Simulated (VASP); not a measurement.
## AlN: exact exchange and RPA correlation

Wanted: where the RPA puts the energy minimum of AlN. The scan starts from a database cell, scaled to the smallest volume of the series. The cell is of the wurtzite type, one of the forms listed for this formula. The start is a cell from a database of measured crystal structures.

Main program and level: VASP 6.6.1; LDA; plane waves and PAW (Al_GW, N_GW), in the first sound run; inputs show where later runs differ.

Most raw output is cut from this account.

The database entry behind the starting cell differs from later determinations by our own check (inner coordinate u about 0.002 short), so it need not match the best structure at ambient conditions.

### 1. The structure

Symmetry: P6_3mc, No. 186, hexagonal system. The conventional cell has a = 3.028 Å, b = 3.028 Å, c = 4.844 Å, α = 90.00°, β = 90.00°, γ = 120.00°. Al has 4 N at 1.84 Å nearest. N has 4 Al at 1.84 Å nearest. Farther neighbours and most contacts between anions are not listed.

Coordinates:

```xyz
4
Lattice="3.0277 0.0000 0.0000 -1.5138 2.6220 0.0000 0.0000 0.0000 4.8445" Properties=species:S:1:pos:R:3 pbc="T T T"
Al    1.5138    0.8740    2.4222
Al    0.0000    1.7480    0.0000
N     1.5138    0.8740    4.2631
N     0.0000    1.7480    1.8409
```

### 2. Orbitals, volume ratio 0.92

RPA gives no stress here, so the energy is scanned over volumes, at one cutoff and mesh. Volumes are given as ratios to a reference cell, and this first cell is that cell scaled to 0.92. Each point starts from LDA orbitals, tightly converged.

The input, INCAR:

```
SYSTEM = AlN
PREC = Accurate
ENCUT = 570
EDIFF = 1E-08
NELM = 100
ISMEAR = 0
SIGMA = 0.05
LREAL = .FALSE.
ALGO = Normal
GGA = CA
NBANDS = 14
LORBIT = 11
LWAVE = .TRUE.
LCHARG = .FALSE.
KPAR = 4
```

The input, POSCAR:

```
AlN
1.0
    3.0276690160      0.0000000000      0.0000000000
   -1.5138345080      2.6220382821      0.0000000000
    0.0000000000      0.0000000000      4.8444649434
Al N
2 2
Direct
    0.6666666667      0.3333333333      0.5000000000
    0.3333333333      0.6666666667      0.0000000000
    0.6666666667      0.3333333333      0.8800000000
    0.3333333333      0.6666666667      0.3800000000
```

The input, KPOINTS:

```
Automatic mesh
0
Gamma
6 6 4
0 0 0
```

Potentials, in the order of the species: Al_GW and N_GW (LDA family, release 64).

Run with:

```console
> mpirun -np 4 vasp_std
```

The job ended after 4 s (4 MPI ranks of Intel Xeon Platinum 8259CL at 2.50GHz (Skylake/Cascade Lake), shared host; peak memory 0.55 GiB).

The gap is read on the k-mesh alone, so it is an upper bound where the band edges lie off the mesh.

A gap read on the k-mesh alone can miss the band edges.

Numbers from this step:

```yaml
free_energy_toten: -32.80 eV
fermi_energy: 5.947 eV
pressure: 14.68 GPa
gap_on_the_k_mesh: 4.935 eV
least_direct_gap_on_the_k_mesh: 4.999 eV
```

### 3. Exact exchange, volume ratio 0.92

This step: Hartree-Fock energy on LDA orbitals; plane waves and PAW (Al_GW, N_GW) (VASP 6.6.1).

The Hartree-Fock energy is evaluated once on these orbitals (ALGO = Eigenval, NELM = 1), without letting them relax. It uses the mesh of the correlation step, and the total energy is their sum.

The input, INCAR:

```
SYSTEM = AlN
PREC = Accurate
ENCUT = 570
ISMEAR = 0
SIGMA = 0.05
LREAL = .FALSE.
GGA = CA
NBANDS = 14
ALGO = Eigenval
NELM = 1
LHFCALC = .TRUE.
AEXX = 1
ALDAC = 0
AGGAC = 0
PRECFOCK = Normal
LWAVE = .FALSE.
LCHARG = .FALSE.
```

POSCAR is that of step 2.

KPOINTS is that of step 2.

The run starts from files that an earlier step left in the folder.

Run with:

```console
> mpirun -np 4 vasp_std
```

Run time: 73 s. Hardware: 4 MPI ranks; peak memory 0.51 GiB.

Numbers from this step:

```
free energy (TOTEN) : -51.2666 eV
```

The Hartree-Fock energy on these orbitals is -12.8167 eV an atom.

### 4. Empty bands, volume ratio 0.92

This step: LDA; plane waves and PAW (Al_GW, N_GW) (VASP 6.6.1).

The next step needs empty bands that the ground-state run didn't converge, so the Hamiltonian is diagonalised exactly for NBANDS bands, in a single step. LOPTICS writes the k-derivatives of the orbitals (WAVEDER), which give the long-wavelength limit of the screening.

The input, INCAR:

```
SYSTEM = AlN
PREC = Accurate
ENCUT = 570
ISMEAR = 0
SIGMA = 0.05
LREAL = .FALSE.
GGA = CA
NBANDS = 1200
ALGO = Exact
NELM = 1
LWAVE = .TRUE.
LCHARG = .FALSE.
LOPTICS = .TRUE.
NEDOS = 1000
CSHIFT = 0.1
```

POSCAR is that of step 3.

KPOINTS is that of step 3.

Run with:

```console
> mpirun -np 4 vasp_std
```

Run time: 36 s. Hardware: 4 MPI ranks; peak memory 1.7 GiB; 2.4 min of CPU time.

WAVECAR now holds 1200 bands for 16 electrons. Its independent-particle dielectric tensor has xx, yy, zz = 4.6, 4.6, 4.7 on this mesh, which isn't tested for convergence in mesh or bands and lacks local fields.

### 5. RPA correlation, volume ratio 0.92

This step: RPA correlation on LDA orbitals; plane waves and PAW (Al_GW, N_GW) (VASP 6.6.1).

The RPA correlation energy follows from the response function on imaginary frequencies; VASP computes it for a row of response cutoffs and extrapolates.

The input, INCAR:

```
SYSTEM = AlN
PREC = Accurate
ENCUT = 570
ISMEAR = 0
SIGMA = 0.05
LREAL = .FALSE.
GGA = CA
NBANDS = 1200
ALGO = ACFDT
ENCUTGW = 160
NOMEGA = 12
PRECFOCK = Fast
LWAVE = .FALSE.
LCHARG = .FALSE.
```

POSCAR is that of step 4.

KPOINTS is that of step 4.

Run with:

```console
> mpirun -np 4 vasp_std
```

The job ended after 22 min (4 MPI ranks; peak memory 4.5 GiB; 86 min of CPU time).

Numbers from this step:

* RPA correlation energy: -25.00 eV

Extrapolated by the program to an infinite response cutoff, the correlation energy is -6.2502 eV an atom. With exact exchange the total is -19.0669 eV an atom.

### 6. Comparison: r2SCAN, volume ratio 0.92

This step: r2SCAN; plane waves and PAW (Al_GW, N_GW) (VASP 6.6.1).

For comparison the same cell is computed with r2SCAN.

The input, INCAR:

```
SYSTEM = AlN
PREC = Accurate
ENCUT = 570
EDIFF = 1E-06
NELM = 100
ISMEAR = 0
SIGMA = 0.05
LREAL = .FALSE.
ALGO = Normal
METAGGA = R2SCAN
LASPH = .TRUE.
NBANDS = 14
LWAVE = .FALSE.
LCHARG = .FALSE.
KPAR = 4
```

POSCAR is that of step 5.

KPOINTS is that of step 5.

Run with:

```console
> mpirun -np 4 vasp_std
```

Run time: 14 s. Hardware: 4 MPI ranks; peak memory 0.63 GiB; 55 s of CPU time.

The PAW data sets were made with LDA, a small mismatch for this functional.

This step gave:

```yaml
free_energy_toten: -115.9142 eV
fermi_energy: 6.012 eV
pressure: 18.41 GPa
gap_on_the_k_mesh: 5.660 eV
least_direct_gap_on_the_k_mesh: 5.660 eV
```

Its energy is -28.9785 eV an atom, on a zero of its own.

### 7. Orbitals for comparison: HSE06, volume ratio 0.92

This step: LDA; plane waves and PAW (Al_GW, N_GW) (VASP 6.6.1).

A hybrid converges faster from good orbitals, so a cheap LDA run writes WAVECAR first.

The input, INCAR:

```
SYSTEM = AlN
PREC = Accurate
ENCUT = 570
EDIFF = 1E-05
NELM = 100
ISMEAR = 0
SIGMA = 0.05
LREAL = .FALSE.
ALGO = Normal
GGA = CA
NBANDS = 14
LORBIT = 11
LWAVE = .TRUE.
LCHARG = .FALSE.
KPAR = 4
```

POSCAR is that of step 6.

KPOINTS is that of step 6.

Run with:

```console
> mpirun -np 4 vasp_std
```

Run time: 3.4 s. Hardware: 4 MPI ranks; peak memory 0.55 GiB; 12 s of CPU time.

This step gave:

```yaml
free_energy_toten: -32.80 eV
fermi_energy: 5.947 eV
pressure: 14.63 GPa
gap_on_the_k_mesh: 4.934 eV
least_direct_gap_on_the_k_mesh: 4.999 eV
```

The run ends at a pressure of 14.63 GPa, with forces up to 0.19 eV/Å.

### 8. Comparison: HSE06, volume ratio 0.92

This step: HSE06; plane waves and PAW (Al_GW, N_GW) (VASP 6.6.1).

For comparison the same cell is computed with HSE06.

The input, INCAR:

```
SYSTEM = AlN
PREC = Accurate
ENCUT = 570
EDIFF = 1E-06
NELM = 100
ISMEAR = 0
SIGMA = 0.05
LREAL = .FALSE.
ALGO = Normal
LHFCALC = .TRUE.
AEXX = 0.25
GGA = PE
HFSCREEN = 0.2
LASPH = .TRUE.
NBANDS = 14
PRECFOCK = Fast
LWAVE = .FALSE.
LCHARG = .FALSE.
KPAR = 4
```

POSCAR is that of step 7.

KPOINTS is that of step 7.

The WAVECAR or CHGCAR of an earlier step is read.

Run with:

```console
> mpirun -np 4 vasp_std
```

The job ended after 3.9 min (4 MPI ranks; peak memory 1.1 GiB; 16 min of CPU time).

This step gave:

```yaml
free_energy_toten: -34.86 eV
fermi_energy: 5.289 eV
gap_on_the_k_mesh: 6.415 eV
least_direct_gap_on_the_k_mesh: 6.415 eV
```

Its energy is -8.7150 eV an atom, on a zero of its own.

### 9. Orbitals, volume ratio 0.96

This step: LDA; plane waves and PAW (Al_GW, N_GW) (VASP 6.6.1).

The same chain follows at a volume ratio of 0.96.

The input, INCAR:

```
SYSTEM = AlN
PREC = Accurate
ENCUT = 570
EDIFF = 1E-08
NELM = 100
ISMEAR = 0
SIGMA = 0.05
LREAL = .FALSE.
ALGO = Normal
GGA = CA
NBANDS = 14
LORBIT = 11
LWAVE = .TRUE.
LCHARG = .FALSE.
KPAR = 4
```

The input, POSCAR:

```
AlN
1.0
    3.0709272750      0.0000000000      0.0000000000
   -1.5354636375      2.6595010333      0.0000000000
    0.0000000000      0.0000000000      4.9136809369
Al N
2 2
Direct
    0.6666666667      0.3333333333      0.5000000000
    0.3333333333      0.6666666667      0.0000000000
    0.6666666667      0.3333333333      0.8800000000
    0.3333333333      0.6666666667      0.3800000000
```

KPOINTS is that of step 8.

Run with:

```console
> mpirun -np 4 vasp_std
```

It took 4 s on 4 MPI ranks; peak memory 0.55 GiB; 14 s of CPU time.

The run ends at a pressure of 4.12 GPa, with forces up to 0.15 eV/Å.

### 10. Exact exchange, volume ratio 0.96

This step: Hartree-Fock energy on LDA orbitals; plane waves and PAW (Al_GW, N_GW) (VASP 6.6.1).

Exact exchange at this point.

The input, INCAR:

```
SYSTEM = AlN
PREC = Accurate
ENCUT = 570
ISMEAR = 0
SIGMA = 0.05
LREAL = .FALSE.
GGA = CA
NBANDS = 14
ALGO = Eigenval
NELM = 1
LHFCALC = .TRUE.
AEXX = 1
ALDAC = 0
AGGAC = 0
PRECFOCK = Normal
LWAVE = .FALSE.
LCHARG = .FALSE.
```

POSCAR is that of step 9.

KPOINTS is that of step 9.

The run starts from files that an earlier step left in the folder.

Run with:

```console
> mpirun -np 4 vasp_std
```

The job ended after 72 s (4 MPI ranks; peak memory 0.51 GiB; 4.8 min of CPU time).

The Hartree-Fock energy on these orbitals is -12.8444 eV an atom.

### 11. Empty bands, volume ratio 0.96

This step: LDA; plane waves and PAW (Al_GW, N_GW) (VASP 6.6.1).

The empty bands are made again, for the run that follows.

The input, INCAR:

```
SYSTEM = AlN
PREC = Accurate
ENCUT = 570
ISMEAR = 0
SIGMA = 0.05
LREAL = .FALSE.
GGA = CA
NBANDS = 1252
ALGO = Exact
NELM = 1
LWAVE = .TRUE.
LCHARG = .FALSE.
LOPTICS = .TRUE.
NEDOS = 1000
CSHIFT = 0.1
```

POSCAR is that of step 10.

KPOINTS is that of step 10.

Run with:

```console
> mpirun -np 4 vasp_std
```

The job ended after 41 s (4 MPI ranks; peak memory 1.8 GiB; 2.7 min of CPU time).

WAVECAR now holds 1252 bands for 16 electrons.

### 12. RPA correlation, volume ratio 0.96

This step: RPA correlation on LDA orbitals; plane waves and PAW (Al_GW, N_GW) (VASP 6.6.1).

RPA correlation at this point.

The input, INCAR:

```
SYSTEM = AlN
PREC = Accurate
ENCUT = 570
ISMEAR = 0
SIGMA = 0.05
LREAL = .FALSE.
GGA = CA
NBANDS = 1252
ALGO = ACFDT
ENCUTGW = 160
NOMEGA = 12
PRECFOCK = Fast
LWAVE = .FALSE.
LCHARG = .FALSE.
```

POSCAR is that of step 11.

KPOINTS is that of step 11.

Run with:

```console
> mpirun -np 4 vasp_std
```

It took 22 min on 4 MPI ranks; peak memory 4.9 GiB; 90 min of CPU time.

Extrapolated by the program to an infinite response cutoff, the correlation energy is -6.2736 eV an atom, -23 meV against the point before. With exact exchange the total is -19.1180 eV an atom.

### 13. Comparison: r2SCAN, volume ratio 0.96

This step: r2SCAN; plane waves and PAW (Al_GW, N_GW) (VASP 6.6.1).

The comparison at this point.

The input, INCAR:

```
SYSTEM = AlN
PREC = Accurate
ENCUT = 570
EDIFF = 1E-06
NELM = 100
ISMEAR = 0
SIGMA = 0.05
LREAL = .FALSE.
ALGO = Normal
METAGGA = R2SCAN
LASPH = .TRUE.
NBANDS = 14
LWAVE = .FALSE.
LCHARG = .FALSE.
KPAR = 4
```

POSCAR is that of step 12.

KPOINTS is that of step 12.

Run with:

```console
> mpirun -np 4 vasp_std
```

It took 14 s on 4 MPI ranks; peak memory 0.63 GiB.

Its energy is -29.0117 eV an atom, on a zero of its own.

### 14. Orbitals for comparison: HSE06, volume ratio 0.96

This step: LDA; plane waves and PAW (Al_GW, N_GW) (VASP 6.6.1).

Starting orbitals, as before.

The input, INCAR:

```
SYSTEM = AlN
PREC = Accurate
ENCUT = 570
EDIFF = 1E-05
NELM = 100
ISMEAR = 0
SIGMA = 0.05
LREAL = .FALSE.
ALGO = Normal
GGA = CA
NBANDS = 14
LORBIT = 11
LWAVE = .TRUE.
LCHARG = .FALSE.
KPAR = 4
```

POSCAR is that of step 13.

KPOINTS is that of step 13.

Run with:

```console
> mpirun -np 4 vasp_std
```

The job ended after 3.4 s (4 MPI ranks; peak memory 0.55 GiB; 11 s of CPU time).

The run ends at a pressure of 4.08 GPa, with forces up to 0.15 eV/Å.

### 15. Comparison: HSE06, volume ratio 0.96

This step: HSE06; plane waves and PAW (Al_GW, N_GW) (VASP 6.6.1).

The input, INCAR:

```
SYSTEM = AlN
PREC = Accurate
ENCUT = 570
EDIFF = 1E-06
NELM = 100
ISMEAR = 0
SIGMA = 0.05
LREAL = .FALSE.
ALGO = Normal
LHFCALC = .TRUE.
AEXX = 0.25
GGA = PE
HFSCREEN = 0.2
LASPH = .TRUE.
NBANDS = 14
PRECFOCK = Fast
LWAVE = .FALSE.
LCHARG = .FALSE.
KPAR = 4
```

POSCAR is that of step 14.

KPOINTS is that of step 14.

The WAVECAR or CHGCAR of an earlier step is read.

Run with:

```console
> mpirun -np 4 vasp_std
```

Elapsed: 4.1 min, on 4 MPI ranks; peak memory 1.1 GiB; 16 min of CPU time.

Its energy is -8.7461 eV an atom, on a zero of its own.

### 16. Orbitals, volume ratio 0.99

This step: LDA; plane waves and PAW (Al_GW, N_GW) (VASP 6.6.1).

The same chain follows at a volume ratio of 0.99.

The input, INCAR:

```
SYSTEM = AlN
PREC = Accurate
ENCUT = 570
EDIFF = 1E-08
NELM = 100
ISMEAR = 0
SIGMA = 0.05
LREAL = .FALSE.
ALGO = Normal
GGA = CA
NBANDS = 14
LORBIT = 11
LWAVE = .TRUE.
LCHARG = .FALSE.
KPAR = 4
```

The input, POSCAR:

```
AlN
1.0
    3.1025885510      0.0000000000      0.0000000000
   -1.5512942755      2.6869205027      0.0000000000
    0.0000000000      0.0000000000      4.9643410127
Al N
2 2
Direct
    0.6666666667      0.3333333333      0.5000000000
    0.3333333333      0.6666666667      0.0000000000
    0.6666666667      0.3333333333      0.8800000000
    0.3333333333      0.6666666667      0.3800000000
```

KPOINTS is that of step 15.

Run with:

```console
> mpirun -np 4 vasp_std
```

The job ended after 4 s (4 MPI ranks; peak memory 0.56 GiB).

The run ends at a pressure of -2.51 GPa, with forces up to 0.13 eV/Å.

### 17. Exact exchange, volume ratio 0.99

This step: Hartree-Fock energy on LDA orbitals; plane waves and PAW (Al_GW, N_GW) (VASP 6.6.1).

The input, INCAR:

```
SYSTEM = AlN
PREC = Accurate
ENCUT = 570
ISMEAR = 0
SIGMA = 0.05
LREAL = .FALSE.
GGA = CA
NBANDS = 14
ALGO = Eigenval
NELM = 1
LHFCALC = .TRUE.
AEXX = 1
ALDAC = 0
AGGAC = 0
PRECFOCK = Normal
LWAVE = .FALSE.
LCHARG = .FALSE.
```

POSCAR is that of step 16.

KPOINTS is that of step 16.

The run starts from files that an earlier step left in the folder.

Run with:

```console
> mpirun -np 4 vasp_std
```

The job ended after 82 s (4 MPI ranks; peak memory 0.52 GiB).

The Hartree-Fock energy on these orbitals is -12.8466 eV an atom.

### 18. Empty bands, volume ratio 0.99

This step: LDA; plane waves and PAW (Al_GW, N_GW) (VASP 6.6.1).

The input, INCAR:

```
SYSTEM = AlN
PREC = Accurate
ENCUT = 570
ISMEAR = 0
SIGMA = 0.05
LREAL = .FALSE.
GGA = CA
NBANDS = 1296
ALGO = Exact
NELM = 1
LWAVE = .TRUE.
LCHARG = .FALSE.
LOPTICS = .TRUE.
NEDOS = 1000
CSHIFT = 0.1
```

POSCAR is that of step 17.

KPOINTS is that of step 17.

Run with:

```console
> mpirun -np 4 vasp_std
```

Elapsed: 43 s, on 4 MPI ranks; peak memory 1.9 GiB.

WAVECAR now holds 1296 bands for 16 electrons.

### 19. RPA correlation, volume ratio 0.99

This step: RPA correlation on LDA orbitals; plane waves and PAW (Al_GW, N_GW) (VASP 6.6.1).

The input, INCAR:

```
SYSTEM = AlN
PREC = Accurate
ENCUT = 570
ISMEAR = 0
SIGMA = 0.05
LREAL = .FALSE.
GGA = CA
NBANDS = 1296
ALGO = ACFDT
ENCUTGW = 160
NOMEGA = 12
PRECFOCK = Fast
LWAVE = .FALSE.
LCHARG = .FALSE.
```

POSCAR is that of step 18.

KPOINTS is that of step 18.

Run with:

```console
> mpirun -np 4 vasp_std
```

It took 25 min on 4 MPI ranks; peak memory 5.2 GiB; 1.6 h of CPU time.

Extrapolated by the program to an infinite response cutoff, the correlation energy is -6.2913 eV an atom, -18 meV against the point before. With exact exchange the total is -19.1379 eV an atom.

### 20. Comparison: r2SCAN, volume ratio 0.99

This step: r2SCAN; plane waves and PAW (Al_GW, N_GW) (VASP 6.6.1).

The input, INCAR:

```
SYSTEM = AlN
PREC = Accurate
ENCUT = 570
EDIFF = 1E-06
NELM = 100
ISMEAR = 0
SIGMA = 0.05
LREAL = .FALSE.
ALGO = Normal
METAGGA = R2SCAN
LASPH = .TRUE.
NBANDS = 14
LWAVE = .FALSE.
LCHARG = .FALSE.
KPAR = 4
```

POSCAR is that of step 19.

KPOINTS is that of step 19.

Run with:

```console
> mpirun -np 4 vasp_std
```

It took 13 s on 4 MPI ranks; peak memory 0.63 GiB.

Its energy is -29.0190 eV an atom, on a zero of its own.

### 21. Orbitals for comparison: HSE06, volume ratio 0.99

This step: LDA; plane waves and PAW (Al_GW, N_GW) (VASP 6.6.1).

The input, INCAR:

```
SYSTEM = AlN
PREC = Accurate
ENCUT = 570
EDIFF = 1E-05
NELM = 100
ISMEAR = 0
SIGMA = 0.05
LREAL = .FALSE.
ALGO = Normal
GGA = CA
NBANDS = 14
LORBIT = 11
LWAVE = .TRUE.
LCHARG = .FALSE.
KPAR = 4
```

POSCAR is that of step 20.

KPOINTS is that of step 20.

Run with:

```console
> mpirun -np 4 vasp_std
```

Run time: 3.4 s. Hardware: 4 MPI ranks; peak memory 0.54 GiB.

The run ends at a pressure of -2.55 GPa, with forces up to 0.13 eV/Å.

### 22. Comparison: HSE06, volume ratio 0.99

This step: HSE06; plane waves and PAW (Al_GW, N_GW) (VASP 6.6.1).

The input, INCAR:

```
SYSTEM = AlN
PREC = Accurate
ENCUT = 570
EDIFF = 1E-06
NELM = 100
ISMEAR = 0
SIGMA = 0.05
LREAL = .FALSE.
ALGO = Normal
LHFCALC = .TRUE.
AEXX = 0.25
GGA = PE
HFSCREEN = 0.2
LASPH = .TRUE.
NBANDS = 14
PRECFOCK = Fast
LWAVE = .FALSE.
LCHARG = .FALSE.
KPAR = 4
```

POSCAR is that of step 21.

KPOINTS is that of step 21.

The WAVECAR or CHGCAR of an earlier step is read.

Run with:

```console
> mpirun -np 4 vasp_std
```

Elapsed: 3.9 min, on 4 MPI ranks; peak memory 1.1 GiB.

Its energy is -8.7520 eV an atom, on a zero of its own.

### 23. Orbitals, volume ratio 1.02

This step: LDA; plane waves and PAW (Al_GW, N_GW) (VASP 6.6.1).

The same chain follows at a volume ratio of 1.02.

The input, INCAR:

```
SYSTEM = AlN
PREC = Accurate
ENCUT = 570
EDIFF = 1E-08
NELM = 100
ISMEAR = 0
SIGMA = 0.05
LREAL = .FALSE.
ALGO = Normal
GGA = CA
NBANDS = 14
LORBIT = 11
LWAVE = .TRUE.
LCHARG = .FALSE.
KPAR = 4
```

The input, POSCAR:

```
AlN
1.0
    3.1336164949      0.0000000000      0.0000000000
   -1.5668082474      2.7137914903      0.0000000000
    0.0000000000      0.0000000000      5.0139877163
Al N
2 2
Direct
    0.6666666667      0.3333333333      0.5000000000
    0.3333333333      0.6666666667      0.0000000000
    0.6666666667      0.3333333333      0.8800000000
    0.3333333333      0.6666666667      0.3800000000
```

KPOINTS is that of step 22.

Run with:

```console
> mpirun -np 4 vasp_std
```

Wall time 4 s (4 MPI ranks); peak memory 0.56 GiB; 14 s of CPU time.

The run ends at a pressure of -8.21 GPa, with forces up to 0.10 eV/Å.

### 24. Exact exchange, volume ratio 1.02

This step: Hartree-Fock energy on LDA orbitals; plane waves and PAW (Al_GW, N_GW) (VASP 6.6.1).

The input, INCAR:

```
SYSTEM = AlN
PREC = Accurate
ENCUT = 570
ISMEAR = 0
SIGMA = 0.05
LREAL = .FALSE.
GGA = CA
NBANDS = 14
ALGO = Eigenval
NELM = 1
LHFCALC = .TRUE.
AEXX = 1
ALDAC = 0
AGGAC = 0
PRECFOCK = Normal
LWAVE = .FALSE.
LCHARG = .FALSE.
```

POSCAR is that of step 23.

KPOINTS is that of step 23.

The run starts from files that an earlier step left in the folder.

Run with:

```console
> mpirun -np 4 vasp_std
```

Wall time 81 s (4 MPI ranks); peak memory 0.52 GiB.

The Hartree-Fock energy on these orbitals is -12.8350 eV an atom.

### 25. Empty bands, volume ratio 1.02

This step: LDA; plane waves and PAW (Al_GW, N_GW) (VASP 6.6.1).

The input, INCAR:

```
SYSTEM = AlN
PREC = Accurate
ENCUT = 570
ISMEAR = 0
SIGMA = 0.05
LREAL = .FALSE.
GGA = CA
NBANDS = 1332
ALGO = Exact
NELM = 1
LWAVE = .TRUE.
LCHARG = .FALSE.
LOPTICS = .TRUE.
NEDOS = 1000
CSHIFT = 0.1
```

POSCAR is that of step 24.

KPOINTS is that of step 24.

Run with:

```console
> mpirun -np 4 vasp_std
```

It took 48 s on 4 MPI ranks; peak memory 1.9 GiB; 3.1 min of CPU time.

WAVECAR now holds 1332 bands for 16 electrons.

(Continued in part 2 of 2.)

[Lines on the potential files, build, host, timing and source positions are cut from VASP's logs without a mark.]

[Logs are printed without paths, hosts, clocks, repeated set-up lines and the standing remarks that a program may print on its own settings, such as how far it seeks lower states.]

[Hosts, paths, dates, database ids (printed as entryN), source tags and the programs' standing remarks are cut or masked in the printed files.]

[Pressures printed for these runs are not shown converged in the cutoff: they can be off by several GPa and have the wrong sign.]
